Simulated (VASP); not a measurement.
Sr3Bi:

```
Bi Sr
1.0
     7.78595    0.00000    0.00000
    -3.89297    6.74283    0.00000
     0.00000    0.00000    6.29638
Bi Sr
2 6
Direct
  0.33333 0.66667 0.75000
  0.66667 0.33333 0.25000
  0.17117 0.34234 0.25000
  0.17117 0.82883 0.25000
  0.65766 0.82883 0.25000
  0.82883 0.65766 0.75000
  0.82883 0.17117 0.75000
  0.34234 0.17117 0.75000
```

The cell comes from a database or a generator and needn't be the stable form of this composition.

- Program: VASP 6.6.1
- Task: single point
- Functional: PBE
- Potentials or basis: VASP PAW PBE potentials, release 64 (Bi_d, Sr_sv)
- Cutoff: 520 eV
- k mesh: 4 × 4 × 4
- Occupations: fermi-dirac, width 0.05 eV
- Spin: no spin polarisation

On this cell: pressure -0.1 GPa; largest force 0.005 eV/Å; band gap on the k mesh none (metal or under the smearing width).

The same run follows on a disturbed copy (atoms moved at random, drawn with an rms of 0.05 Å):

```
Bi Sr
1.0
     7.78595    0.00000    0.00000
    -3.89297    6.74283    0.00000
     0.00000    0.00000    6.29638
Bi Sr
2 6
Direct
  0.33372 0.66357 0.73960
  0.67722 0.34402 0.25598
  0.16320 0.33877 0.24257
  0.16797 0.83274 0.25174
  0.65285 0.83613 0.23997
  0.82862 0.65927 0.74798
  0.82649 0.16879 0.75373
  0.34368 0.17014 0.75663
```

What does the disturbed cell give?

The energy (extrapolated to zero smearing) moves by +4.2 meV/atom; pressure -0.1 GPa; largest force 0.232 eV/Å; band gap on the k mesh none (metal or under the smearing width).

Forces on the atoms (eV/Å):
```
Bi  -0.053  0.049  0.080
Bi  -0.076 -0.106 -0.073
Sr   0.061  0.145  0.171
Sr   0.007 -0.072  0.030
Sr   0.048 -0.126  0.142
Sr   0.000 -0.003 -0.036
Sr   0.041  0.066 -0.190
Sr  -0.028  0.047 -0.124
```

Stress tensor (GPa, compression positive):
```
-0.09  0.08 -0.10
 0.08 -0.06 -0.04
-0.10 -0.04 -0.11
```

Caveats: spin-orbit coupling is left out, which moves the levels of the heavy elements.
